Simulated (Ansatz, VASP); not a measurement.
# SiO2 (Cristobalite): VASP beside Ansatz

One calculation is typed for both programs; each brings its own data sets and cutoff. How far apart do they land?

Method: plane waves, with VASP 6.6.1 beside it; single point at PBE, in Ansatz 0.2.0.

The database entry behind the starting cell lists a temperature of 340 K, so it need not match the best structure at ambient conditions.

## Step 1: The structure

The structure is tetragonal, space group P4_12_12 (No. 92). The conventional cell has a = 4.982 Å, b = 4.982 Å, c = 6.963 Å, α = 90.00°, β = 90.00°, γ = 90.00°. Nearest to Si lie 4 O at 1.60 to 1.61 Å. O has 2 Si at 1.60 to 1.61 Å nearest. Farther neighbours and most contacts between anions are not listed.

## Step 2: VASP: single point, PBE

A single point gives forces, pressure and levels at one fixed geometry, so differences don't come from the geometry; what else differs is listed under the comparison.

Lines of VASP's logs that name or quote its potential files are left out, and so is its time.

The input, INCAR:

```
SYSTEM = SiO2
PREC = Accurate
ENCUT = 520
EDIFF = 1E-07
NELM = 100
ISMEAR = 0
SIGMA = 0.01
LREAL = .FALSE.
ALGO = Normal
GGA = PE
NBANDS = 44
LORBIT = 11
LWAVE = .FALSE.
LCHARG = .FALSE.
KPAR = 4
```

The input, POSCAR:

```
SiO2
1.0
    4.9820000000      0.0000000000      0.0000000000
    0.0000000000      4.9820000000      0.0000000000
    0.0000000000      0.0000000000      6.9630000000
Si O
4 8
Direct
    0.7989700000      0.2010300000      0.7500000000
    0.7010300000      0.7010300000      0.5000000000
    0.2010300000      0.7989700000      0.2500000000
    0.2989700000      0.2989700000      0.0000000000
    0.1034700000      0.2398900000      0.8218700000
    0.2601100000      0.6034700000      0.0718700000
    0.8965300000      0.7601100000      0.3218700000
    0.7398900000      0.3965300000      0.5718700000
    0.6034700000      0.2601100000      0.9281300000
    0.7601100000      0.8965300000      0.6781300000
    0.3965300000      0.7398900000      0.4281300000
    0.2398900000      0.1034700000      0.1781300000
```

The input, KPOINTS:

```
Automatic mesh
0
Gamma
4 4 3
0 0 0
```

PAW data sets: Si and O (PBE family, release 64).

Run with:

```console
$ mpirun -np 4 vasp_std
```

Numbers of over 12 decimals in the logs are rounded to 6 here.

What it wrote:

```text
[banner, memory and clock lines left out]
running    4 mpi-ranks, on    1 nodes
 distrk:  each k-point on    1 cores,    4 groups
 distr:  one band on    1 cores,    1 groups

 POSCAR found type information on POSCAR SiO
 POSCAR found :  2 types and      12 ions
 LDA part: xc-table for (Slater+PW92), standard interpolation
 POSCAR, INCAR and KPOINTS ok, starting setup
 FFT: planning ... GRIDC
 FFT: planning ... GRID_SOFT
 FFT: planning ... GRID
 WAVECAR not read
 entering main loop
       N       E                     dE             d eps       ncg     rms          rms(c)
DAV:   1     0.416749466861E+03    0.41675E+03   -0.32948E+04  1064   0.132E+03
DAV:   2    -0.751136775339E+02   -0.49186E+03   -0.47752E+03  1344   0.316E+02
DAV:   3    -0.107540118874E+03   -0.32426E+02   -0.32272E+02  1288   0.860E+01
DAV:   4    -0.107971958511E+03   -0.43184E+00   -0.43102E+00  1344   0.109E+01
DAV:   5    -0.107979584888E+03   -0.76264E-02   -0.76215E-02  1260   0.142E+00    0.300E+01
DAV:   6    -0.947963617553E+02    0.13183E+02   -0.49929E+01  1224   0.326E+01    0.142E+01
DAV:   7    -0.947924300272E+02    0.39317E-02   -0.15118E+00  1256   0.509E+00    0.515E+00
DAV:   8    -0.947788091765E+02    0.13621E-01   -0.81101E-02  1288   0.172E+00    0.198E+00
DAV:   9    -0.947900978807E+02   -0.11289E-01   -0.42853E-02  1192   0.120E+00    0.363E-01
DAV:  10    -0.947926718642E+02   -0.25740E-02   -0.40907E-03  1144   0.308E-01    0.111E-01
DAV:  11    -0.947926652225E+02    0.66418E-05   -0.96821E-04  1312   0.163E-01    0.156E-02
DAV:  12    -0.947926786165E+02   -0.13394E-04   -0.27479E-05  1212   0.269E-02    0.153E-02
DAV:  13    -0.947926830703E+02   -0.44538E-05   -0.64994E-06  1184   0.132E-02    0.510E-03
DAV:  14    -0.947926838570E+02   -0.78667E-06   -0.92657E-07  1272   0.512E-03    0.124E-03
DAV:  15    -0.947926838739E+02   -0.16900E-07   -0.36075E-08   840   0.112E-03
   1 F= -.94792684E+02 E0= -.94792684E+02  d E =-.528050E-60
```

OUTCAR, selected parts (step 2):

```text
ion  position               nearest neighbor table
   1  0.799  0.201  0.750-   8 1.60   9 1.60   5 1.61  10 1.61   2 3.08   4 3.08   2 3.08   4 3.08

  LATTYP: Found a simple tetragonal cell.
 ALAT       =     4.9820000000
 C/A-ratio  =     1.3976314733

 Subroutine GETGRP returns: Found  8 space group operations
 (whereof  2 operations were pure point group operations)

The static configuration has the point symmetry C_2 .
 The point group associated with its full space group is D_4 .

 Found     12 irreducible k-points:

   k-points           NKPTS =     12   k-points in BZ     NKDIM =     12   number of bands    NBANDS=     44

   dimension x,y,z NGX =    40 NGY =   40 NGZ =   54
   dimension x,y,z NGXF=    80 NGYF=   80 NGZF=  108

   ENCUT  =  520.0 eV  38.22 Ry    6.18 a.u.   9.26  9.26 12.95*2*pi/ulx,y,z

   NELECT =      64.0000    total number of electrons

 k-points in reciprocal lattice and weights: Automatic mesh
   0.00000000  0.00000000  0.00000000       0.021
   0.25000000  0.00000000  0.00000000       0.083
   0.50000000  0.00000000  0.00000000       0.042
   0.25000000  0.25000000  0.00000000       0.083
   0.50000000  0.25000000  0.00000000       0.083
   0.50000000  0.50000000  0.00000000       0.021
   0.00000000  0.00000000  0.33333333       0.042
   0.25000000  0.00000000  0.33333333       0.167
   0.50000000  0.00000000  0.33333333       0.083
   0.25000000  0.25000000  0.33333333       0.167
   0.50000000  0.25000000  0.33333333       0.167
   0.50000000  0.50000000  0.33333333       0.042

 average (electrostatic) potential at core
       1 -87.5183       2 -87.5183       3 -87.5183       4 -87.5183       5 -73.5163
       6 -73.5163       7 -73.5163       8 -73.5163       9 -73.5163      10 -73.5163
      11 -73.5163      12 -73.5163

 E-fermi :   0.2035

 k-point     1 :       0.0000    0.0000    0.0000
  band No.  band energies     occupation
    ...
     28      -1.1047      2.00000
     29      -0.5689      2.00000
     30      -0.1776      2.00000
     31      -0.1776      2.00000
     32       0.0896      2.00000
     33       5.8483      0.00000
     34       8.9557      0.00000
     35       8.9557      0.00000
     36       9.3648      0.00000
     37       9.3648      0.00000
    ...

 k-point     2 :       0.2500    0.0000    0.0000
  band No.  band energies     occupation
    ...
     28      -1.0053      2.00000
     29      -0.6287      2.00000
     30      -0.3831      2.00000
     31      -0.2363      2.00000
     32      -0.0948      2.00000
     33       6.4741      0.00000
     34       9.0890      0.00000
     35       9.1444      0.00000
     36       9.3676      0.00000
     37       9.4844      0.00000
    ...

 k-point     3 :       0.5000    0.0000    0.0000
  band No.  band energies     occupation
    ...
     28      -0.9332      2.00000
     29      -0.5595      2.00000
     30      -0.5595      2.00000
     31      -0.3803      2.00000
     32      -0.3803      2.00000
     33       7.8894      0.00000
     34       7.8894      0.00000
     35       9.4062      0.00000
     36       9.4062      0.00000
     37       9.9050      0.00000
    ...

  Total        6.6707262      6.6707262      7.3292426     -0.0000000      0.0000000      0.0000000
  in kB       61.8414771     61.8414771     67.9463042     -0.0000000      0.0000000      0.0000000
  external PRESSURE =      63.8764195 kB  Pullay stress =       0.0000000 kB

  energy-cutoff  :      520.00
  volume of cell :      172.82
      direct lattice vectors                 reciprocal lattice vectors
     4.982000000  0.000000000  0.000000000     0.200722601  0.000000000  0.000000000
     0.000000000  4.982000000  0.000000000     0.000000000  0.200722601  0.000000000
     0.000000000  0.000000000  6.963000000     0.000000000  0.000000000  0.143616257

 POSITION                                       TOTAL-FORCE (eV/Angst)
 -----------------------------------------------------------------------------------
      3.98047      1.00153      5.22225         0.119309     -0.119309      0.000000
      3.49253      3.49253      3.48150        -0.119309     -0.119309      0.000000
      1.00153      3.98047      1.74075        -0.119309      0.119309      0.000000
      1.48947      1.48947      0.00000         0.119309      0.119309      0.000000
      0.51549      1.19513      5.72268         0.089895     -0.078454     -0.383561
      1.29587      3.00649      0.50043         0.078454      0.089895     -0.383561
      4.46651      3.78687      2.24118        -0.089895      0.078454     -0.383561
      3.68613      1.97551      3.98193        -0.078454     -0.089895     -0.383561
      3.00649      1.29587      6.46257         0.089895      0.078454      0.383561
      3.78687      4.46651      4.72182         0.078454     -0.089895      0.383561
      1.97551      3.68613      2.98107        -0.089895     -0.078454      0.383561
      1.19513      0.51549      1.24032        -0.078454      0.089895      0.383561
 -----------------------------------------------------------------------------------
    total drift:                                0.000000     -0.000000     -0.000000

  FREE ENERGIE OF THE ION-ELECTRON SYSTEM (eV)
  ---------------------------------------------------
  free  energy   TOTEN  =       -94.7926838739 eV

  energy  without entropy=      -94.7926838739  energy(sigma->0) =      -94.79268387

 total charge
# of ion       s       p       d       tot
------------------------------------------
    1        0.649   1.020   0.000   1.669
    2        0.649   1.020   0.000   1.669
    3        0.649   1.020   0.000   1.669
    4        0.649   1.020   0.000   1.669
    5        1.550   3.715   0.000   5.265
    6        1.550   3.715   0.000   5.265
    7        1.550   3.715   0.000   5.265
    8        1.550   3.715   0.000   5.265
    9        1.550   3.715   0.000   5.265
   10        1.550   3.715   0.000   5.265
   11        1.550   3.715   0.000   5.265
   12        1.550   3.715   0.000   5.265
--------------------------------------------------
tot         14.996  33.798   0.000  48.794

[... 3 further parts left out ...]
```

The run ends at a pressure of 6.39 GPa, with forces up to 0.40 eV/Å.

## Step 3: Ansatz: single point, PBE

Ansatz runs on its default PAW (the set named soft_2) files.

The same cell, functional, mesh and smearing now go to Ansatz, which takes its cutoff from its data sets.

The input, input.yaml:

```yaml
crystal:
  lattice:
    - [4.982, 0.0, 0.0]
    - [0.0, 4.982, 0.0]
    - [0.0, 0.0, 6.963]
  atoms:
    - { symbol: Si, position: [0.79897, 0.20103, 0.75] }
    - { symbol: Si, position: [0.70103, 0.70103, 0.5] }
    - { symbol: Si, position: [0.20103, 0.79897, 0.25] }
    - { symbol: Si, position: [0.29897, 0.29897, 0.0] }
    - { symbol: O, position: [0.10347, 0.23989, 0.82187] }
    - { symbol: O, position: [0.26011, 0.60347, 0.07187] }
    - { symbol: O, position: [0.89653, 0.76011, 0.32187] }
    - { symbol: O, position: [0.73989, 0.39653, 0.57187] }
    - { symbol: O, position: [0.60347, 0.26011, 0.92813] }
    - { symbol: O, position: [0.76011, 0.89653, 0.67813] }
    - { symbol: O, position: [0.39653, 0.73989, 0.42813] }
    - { symbol: O, position: [0.23989, 0.10347, 0.17813] }
hamiltonian:
  xc: pbe
  pseudopotentials: { kind: paw }
kpoints:
  mp_grid: { grid: [4, 4, 3] }
scf:
  occupations: { method: gaussian, width: 0.01 }
  n_extra_bands: 7
output:
  forces: true
  stress: true
  eigenvalues: true
  write_density: true
  write_potential: true
  elf: true
  volumetric_format: npy
```

Run with:

```console
$ ansatz run input.yaml --threads 4 --pin off --max-ram 9216MiB --backend cpu --events-out ev --progress --plain --runs-dir out
```

What it wrote:

```text
scf.n_extra_bands = 7 over 32 filled bands (N_el = 64.0): the run solves 39 bands
Engine: ansatz 0.2.0, aarch64-unknown-linux-gnu
Pseudopotentials: kind: paw
Pseudopotential: Si, paw, valence charge 4, recommended cutoff 420 eV (normal), Si.paw.azcp
Pseudopotential: O, paw, valence charge 6, recommended cutoff 420 eV (normal), O.paw.azcp
Functional definition: PBE
  parameter kappa = 0.804
  parameter beta = 0.066725
  exchange = pbe_x(kappa = kappa, mu = beta*pi^2/3)
  correlation = pbe_c(beta = beta)
Crystal: 12 atoms, lattice volume = 172.824 Å³
Basis set: ecut = 420 eV, 3387 PW (Γ), exchange–correlation on 72×72×96 points (8 copies of the dense FFT grid, shifted against one another)
Bands: 39, of which v1, the nominal top of the filled ones, is band 32 counted from 1 (31 counted from 0)
Symmetry: 8 space group operations
Space group: P41212 (ITA 92), of the structure as read, at distance tolerance 5.6e-5 Å
k-points: 12 of 48
Non-local potential: Si, projectors of the file, l = 0: 2, l = 1: 2, l = 2: 2
Non-local potential: O, projectors of the file, l = 0: 2, l = 1: 2, l = 2: 1
PAW form: soft (Blöchl's): semilocal exchange-correlation on the pseudo side does not see the compensation charge
PAW one-centre angular grid: Si, 110 points (default); XC on 64 Gauss nodes
PAW one-centre angular grid: O, 110 points (default); XC on 64 Gauss nodes
Initial density: superposition of atomic densities (neutral atoms: chi_scale 0, normalization atom), corrected by the library's trained network
Initial wavefunctions: pseudopotential atomic-orbital guess
Functional: x = pbe(κ = 0.804, μ = 0.219515), c = pbe(β = 0.066725)
SCF iter   1: F=—  HF=-7096.246651 eV  |F-HF|=—  |Δ(HF+E_count)|=         —  Δρ=9.51e-4  dr2=3.93e-4  ethr=1.77e-3  ⟨swp⟩=9.1  Hψ=2615  notcnv=0
preconditioner: auto → Resta (q_TF=auto, 2.312 Å⁻¹)  ε∞=3.0  [insulator: Δε(μ)=5.756 eV  Ē_g=16.069 eV  σ=0.010 eV  W_gap=1.00  n_scr=36 (ndim 8)  ℏωp=22.6 eV  f_vac=0.232  D(μ)=0.00/eV (n_scr^D=0)  ε∞_Penn≈3.0]
SCF iter   2: F=—  HF=-7096.248576 eV  |F-HF|=—  |Δ(HF+E_count)|=   1.92e-3  Δρ=5.06e-4  dr2=1.22e-4  ethr=6.13e-7  ⟨swp⟩=3.7  Hψ=1103  notcnv=0  defer=31
SCF iter   3: F=—  HF=-7096.249522 eV  |F-HF|=—  |Δ(HF+E_count)|=   9.46e-4  Δρ=6.04e-5  dr2=3.66e-6  ethr=1.90e-7  ⟨swp⟩=2.0  Hψ=874  notcnv=0  defer=31
SCF iter   4: F=—  HF=-7096.250065 eV  |F-HF|=—  |Δ(HF+E_count)|=   5.43e-4  Δρ=2.43e-5  dr2=6.66e-7  ethr=5.72e-9  ⟨swp⟩=2.0  Hψ=761  notcnv=0  defer=31
SCF iter   5: F=—  HF=-7096.250066 eV  |F-HF|=—  |Δ(HF+E_count)|=   8.69e-7  Δρ=1.24e-5  dr2=1.84e-7  ethr=1.04e-9  ⟨swp⟩=2.0  Hψ=817  notcnv=0  defer=31
SCF iter   6: F=-7096.250066 eV  HF=-7096.250066 eV  |F-HF|=5.93e-9  |Δ(HF+E_count)|=   4.31e-8  Δρ=1.49e-6  dr2=3.29e-9  ethr=1.56e-10  ⟨swp⟩=16.1  Hψ=3679  notcnv=0
SCF 1 converged in 6 iterations: F = -7096.250066 eV  dr2 = 3.29e-9
  greatest PAW one-centre occupation: 0.863 electrons in one spin orbital (limit 2), on the O atom at site 11 (counted from 0), in its partial waves of l = 0
SCF converged after 6 iterations
Free energy (F): -7096.250066 eV
Harris-Foulkes:  -7096.250066 eV  (|F-HF|=5.93e-9)
Internal energy: -7096.250066 eV  (E = F + TS)
E sigma→0 (E₀):  -7096.250066 eV
Fermi energy:    4.228279 eV
--- Per-component energies (eV) ---
  E_band       = -357.986229
  E_kinetic    = 1614.940802
  E_local      = -4548.952562  (includes V_loc(G=0)·N_el)
  E_nonlocal   = 482.291390
  E_hartree    = 1675.482700
  E_xc         = -818.109015
  E_vxc        = -949.669608  (∫ρ·V_xc dr)
  E_paw        = -3326.094862  (= ΣΔE_a)
  E_vpaw       = -307.583093  (= ΣTr[D̂ρ^β])
  E_aug_tail   = 0.020893  (compensation charges beyond the density's cutoff)
  E_ewald      = -2175.829413
  E_smearing   = -0.000000  (= −TS)
  E_closure    = 0.000000  (closes the sum)
  Σ components = -7096.250066   (vs F -7096.250066, Δ=0.00e0)
--- Forces (eV/Å), atoms counted from 1 ---
  atom   1  Si     0.09953768    -0.09953768    -0.00000000
  atom   2  Si    -0.09953768    -0.09953768     0.00000000
  atom   3  Si    -0.09953768     0.09953768    -0.00000000
  atom   4  Si     0.09953768     0.09953768     0.00000000
  atom   5  O      0.09385793    -0.07896290    -0.39041119
  atom   6  O      0.07896290     0.09385793    -0.39041119
  atom   7  O     -0.09385793     0.07896290    -0.39041119
  atom   8  O     -0.07896290    -0.09385793    -0.39041119
  atom   9  O      0.09385793     0.07896290     0.39041119
  atom  10  O      0.07896290    -0.09385793     0.39041119
  atom  11  O     -0.09385793    -0.07896290     0.39041119
  atom  12  O     -0.07896290     0.09385793     0.39041119
  max |Σ_I F_I| component: 4.16e-17 eV/Å
--- Stress (GPa, compression-positive) ---
        6.077297       0.000000      -0.000000
        0.000000       6.077297      -0.000000
       -0.000000      -0.000000       6.725424
  P = ⅓ Tr σ = 6.2933 GPa (62.933 kbar)
--- Band table (eV; the first three rows and the last of 12) ---
  k-point 0: bands = [... 28 lower, 0.6890, 1.0758, 1.0758, 1.3476, 7.1089, 10.2291, 10.2291, 10.6380, ... 3 higher]
  k-point 1: bands = [... 28 lower, 0.7694, 0.7819, 0.9989, 1.1494, 7.7034, 9.0832, 10.5543, 10.9516, ... 3 higher]
  k-point 2: bands = [... 28 lower, 0.6272, 0.8730, 1.0176, 1.1645, 7.7351, 10.3644, 10.4150, 10.6329, ... 3 higher]
  k-point 11: bands = [... 28 lower, 0.7114, 0.7114, 0.7462, 0.7462, 10.4145, 10.4145, 10.5409, 10.5409, ... 3 higher]
```

It took 3.2 s on 4 threads of Arm Neoverse V2, shared host; peak memory 0.44 GiB.

The column dr2 measures how far the density is from self-consistency, as an energy; F and HF (Harris–Foulkes) agree once it is small.

The run ends at a pressure of 6.29 GPa, with forces up to 0.41 eV/Å.

## Step 4: Side by side

Known differences besides the potentials themselves: the cutoff is 420 eV in Ansatz and 520 eV in VASP; VASP leaves aspherical gradient terms in its spheres out (LASPH is not set), Ansatz keeps them. Total energies have different zeros and are not compared.

Both answers:

| quantity | Ansatz | VASP | difference |
| --- | --- | --- | --- |
| pressure (GPa) | 6.29 | 6.39 | -0.09 |
| pressure without Ansatz's Pulay correction (GPa) | 5.76 | 6.39 | -0.63 |
| gap on the k mesh (eV) | 5.761 | 5.759 | +0.003 |

Forces on 10 of the 12 atoms, those with the largest forces and the largest differences (eV/Å; atoms numbered as in POSCAR):

| atom | Ansatz x, y, z | VASP x, y, z |
| --- | --- | --- |
| Si1 | 0.100, -0.100, 0.000 | 0.119, -0.119, 0.000 |
| Si2 | -0.100, -0.100, 0.000 | -0.119, -0.119, 0.000 |
| Si3 | -0.100, 0.100, 0.000 | -0.119, 0.119, 0.000 |
| O5 | 0.094, -0.079, -0.390 | 0.090, -0.078, -0.384 |
| O6 | 0.079, 0.094, -0.390 | 0.078, 0.090, -0.384 |
| O7 | -0.094, 0.079, -0.390 | -0.090, 0.078, -0.384 |
| O8 | -0.079, -0.094, -0.390 | -0.078, -0.090, -0.384 |
| O9 | 0.094, 0.079, 0.390 | 0.090, 0.078, 0.384 |
| O11 | -0.094, -0.079, 0.390 | -0.090, -0.078, 0.384 |
| O12 | -0.079, 0.094, 0.390 | -0.078, 0.090, 0.384 |

The forces differ by 10 meV/Å r.m.s., which is 5.1 % of the r.m.s. force of 0.20 eV/Å (both taken over all components). A gap on the mesh is an upper bound, since the band edges may lie between its points. Ansatz's pressure holds a Pulay correction of 0.53 GPa; VASP's holds none.

## Step 5: Outcome

```json
{
 "r.m.s. force difference (single point, PBE)": "10 meV/Å"
}
```

What this shows: The r.m.s. force difference is 10 meV/Å (single point, PBE), within the 12 meV/Å picked in this series as the mark of a large difference. Such differences can come from data sets, numerical settings and the points named under the comparisons, not from the functional's error against experiment.

[Lines on the potential files, build, host, timing and source positions are cut from VASP's logs without a mark.]

[Logs are printed without paths, hosts, clocks, repeated set-up lines and the standing remarks that a program may print on its own settings, such as how far it seeks lower states.]

[Hosts, paths, dates, database ids (printed as entryN), source tags and the programs' standing remarks are cut or masked in the printed files.]
